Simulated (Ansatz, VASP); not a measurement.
## NaY in VASP and in Ansatz

```
CELL_PARAMETERS angstrom
4.01189 0.00000 0.00000
0.00000 4.01189 0.00000
0.00000 0.00000 4.01189
ATOMIC_POSITIONS crystal
Na 0.50000 0.50000 0.50000
Y 0.00000 0.00000 0.00000
```

Change from the starting cell: species swapped into the SmCd type (Pm-3m, No. 221).

Alike in both runs: functional PBE; k mesh 14 × 14 × 14; occupations gaussian, width 0.1 eV; no spin polarisation.

Ansatz relaxed the structure, and its values are those at the end. VASP's run is a single point on that final structure, the one shown.

```csv
,VASP,Ansatz
version,VASP 6.6.1,Ansatz 0.2.0
potentials or method,"VASP PAW PBE potentials, release 64 (Na_pv, Y_sv)","scalar-relativistic, plane waves, PAW"
plane-wave cutoff (eV),520,420
valence electrons in the cell,18,20
```

```csv
,VASP,Ansatz,Ansatz less VASP
gap on the k mesh at the Fermi level (eV),none,none,-
pressure (GPa),0.0,0.0,0.00
```

A gap of «none» marks a metal or a gap that the smearing closes. With one functional, cell and mesh, what is left measures potentials, basis and numerics. The two sets of potentials don't hold the same shells in valence.
